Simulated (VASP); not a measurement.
Level of theory: PBE GGA, VASP's PBE PAW potentials (set 64) (plane waves; VASP).

VASP ran on this input.

INCAR:
```
# general
SYSTEM  = Ge(SbTe2)2
PREC    = Accurate
ENCUT   = 240   # plane-wave cut-off (eV)
LREAL   = .FALSE.
LASPH   = .TRUE.

# electronic loop
EDIFF   = 1E-6   # SCF stop (eV)
NELM    = 100
ALGO    = Normal
LMAXMIX = 4

# smearing
ISMEAR  = -1   # Fermi-Dirac
SIGMA   = 0.1   # width (eV)

# functional
GGA     = PE   # PBE

# ions
ISIF    = 2   # forces and stress, cell fixed

# output
LWAVE   = .FALSE.
LCHARG  = .FALSE.
```

POSCAR:
```
Ge(SbTe2)2
1
    2.1147180000     1.2209330000    13.7679500000
   -2.1147180000     1.2209330000    13.7679500000
    0.0000000000    -2.4418660000    13.7679500000
Ge Sb Te
1 2 4
Direct
  0.0000000000   0.0000000000   0.0000000000
  0.4273000000   0.4273000000   0.4273000000
  0.5727000000   0.5727000000   0.5727000000
  0.1327000000   0.1327000000   0.1327000000
  0.8673000000   0.8673000000   0.8673000000
  0.2898000000   0.2898000000   0.2898000000
  0.7102000000   0.7102000000   0.7102000000
```

### KPOINTS
```
Automatic
0
Gamma
  5 5 5
```

POTCAR, in this order: Ge_d Sb Te (PBE.64 set). Program: vasp_std.

The resulting files:

### OSZICAR
```
       N       E                     dE             d eps       ncg     rms          rms(c)
DAV:   1     0.239117305496E+03    0.23912E+03   -0.12853E+04  1096   0.107E+03
DAV:   2     0.186600878808E+01   -0.23725E+03   -0.22965E+03  1252   0.241E+02
DAV:   3    -0.249477820383E+02   -0.26814E+02   -0.25586E+02  1336   0.856E+01
DAV:   4    -0.260371816781E+02   -0.10894E+01   -0.10667E+01  1256   0.174E+01
DAV:   5    -0.260819483291E+02   -0.44767E-01   -0.44296E-01  1424   0.325E+00    0.109E+01
DAV:   6    -0.258239740872E+02    0.25797E+00   -0.89113E-01  1464   0.536E+00    0.688E+00
DAV:   7    -0.258618768616E+02   -0.37903E-01   -0.57815E-01  1388   0.403E+00    0.279E+00
DAV:   8    -0.258390459123E+02    0.22831E-01   -0.16822E-01  1468   0.217E+00    0.759E-01
DAV:   9    -0.258327882290E+02    0.62577E-02   -0.33637E-02  1272   0.975E-01    0.431E-01
DAV:  10    -0.258331539633E+02   -0.36573E-03   -0.58557E-03  1344   0.313E-01    0.337E-01
DAV:  11    -0.258333523457E+02   -0.19838E-03   -0.75038E-04  1288   0.147E-01    0.143E-01
DAV:  12    -0.258334414473E+02   -0.89102E-04   -0.19932E-04  1216   0.696E-02    0.786E-02
DAV:  13    -0.258334367872E+02    0.46601E-05   -0.47602E-05  1420   0.297E-02    0.621E-02
DAV:  14    -0.258334370959E+02   -0.30868E-06   -0.72051E-06  1188   0.118E-02
   1 F= -.25833437E+02 E0= -.25825033E+02  d E =-.168072E-01
```

OUTCAR:
```
------------------------ aborting loop because EDIFF is reached ----------------------------------------
  FORCE on cell =-STRESS in cart. coord.  units (eV):
  Direction    XX          YY          ZZ          XY          YZ          ZX
  --------------------------------------------------------------------------------------
  Total       -0.3324235     -0.3324235     -1.6792606     -0.0000000     -0.0000000     -0.0000000
  in kB       -2.4971088     -2.4971088    -12.6143206     -0.0000000     -0.0000000     -0.0000000
  external PRESSURE =      -5.8695127 kB  Pullay stress =       0.0000000 kB
  volume of cell :      213.29
      direct lattice vectors                 reciprocal lattice vectors
     2.114718000  1.220933000 13.767950000     0.236438144  0.136507627  0.024210818
    -2.114718000  1.220933000 13.767950000    -0.236438144  0.136507627  0.024210818
     0.000000000 -2.441866000 13.767950000     0.000000000 -0.273015254  0.024210818
 POSITION                                       TOTAL-FORCE (eV/Angst)
 -----------------------------------------------------------------------------------
      0.00000      0.00000      0.00000         0.000000      0.000000     -0.000000
      0.00000      0.00000     17.64914         0.000000      0.000000     -0.994578
      0.00000      0.00000     23.65471         0.000000      0.000000      0.994578
      0.00000      0.00000      5.48102         0.000000      0.000000      0.702190
      0.00000      0.00000     35.82283         0.000000      0.000000     -0.702190
      0.00000      0.00000     11.96986         0.000000     -0.000000      0.214941
      0.00000      0.00000     29.33399         0.000000     -0.000000     -0.214941
 -----------------------------------------------------------------------------------
    total drift:                                0.000000     -0.000000     -0.000000
  FREE ENERGIE OF THE ION-ELECTRON SYSTEM (eV)
  ---------------------------------------------------
  free  energy   TOTEN  =       -25.8334370959 eV

  energy  without entropy=      -25.8166298798  energy(sigma->0) =      -25.82503349
```
(Selected blocks of OUTCAR.)

File OUTCAR:
```
 val. band max:        6.6189142468   @ k =   0.4000   0.4000   0.4000

 cond. band min:       6.9898705105   @ k =   0.4000   0.4000   0.4000


 Fermi energy:         6.7157559344

 k-point     1 :       0.0000    0.0000    0.0000
  band No.  band energies     occupation
      1     -18.6681      2.00000
      2     -18.6651      2.00000
      3     -18.6651      2.00000
      4     -18.6598      2.00000
      5     -18.6598      2.00000
      6      -6.9243      2.00000
      7      -6.5724      2.00000
      8      -5.7136      2.00000
      9      -4.7879      2.00000
     10      -2.4317      2.00000
     11      -0.9646      2.00000
     12       0.0682      2.00000
     13       4.0103      2.00000
     14       4.2580      2.00000
     15       4.2580      2.00000
     16       4.4112      2.00000
     17       4.4201      2.00000
     18       4.4201      2.00000
     19       5.2624      2.00000
     20       5.2624      2.00000
     21       5.4349      1.99999
     22       5.4349      1.99999
     23       5.6068      1.99997
     24       6.5063      1.78076
     25       7.0786      0.05172
     26       7.2992      0.00583
     27       7.3002      0.00578
     28       7.4359      0.00149

 k-point     2 :       0.2000    0.0000    0.0000
  band No.  band energies     occupation
      1     -18.6625      2.00000
      2     -18.6611      2.00000
      3     -18.6572      2.00000
      4     -18.6564      2.00000
      5     -18.6525      2.00000
      6      -6.5577      2.00000
      7      -6.2193      2.00000
      8      -5.4037      2.00000
      9      -4.5955      2.00000
     10      -2.3361      2.00000
     11      -1.4336      2.00000
     12      -0.4190      2.00000
     13       2.2196      2.00000
     14       2.7991      2.00000
     15       3.4012      2.00000
     16       3.5589      2.00000
     17       3.7604      2.00000
     18       3.7995      2.00000
     19       4.4904      2.00000
     20       4.8022      2.00000
...
```

At this cut-off the stress carries a Pulay error, which pulls relaxed volumes low. Unless said otherwise, spin-orbit coupling is left out, though it shifts the bands of the heavy elements here.

The structure was generated: GeSb2Te4 was put into an ordered model structure, which need not be its known phase. The cell was not relaxed at this level. The run is one of a series of settings (ENCUT = 240 against the base run), some of them coarse on purpose.
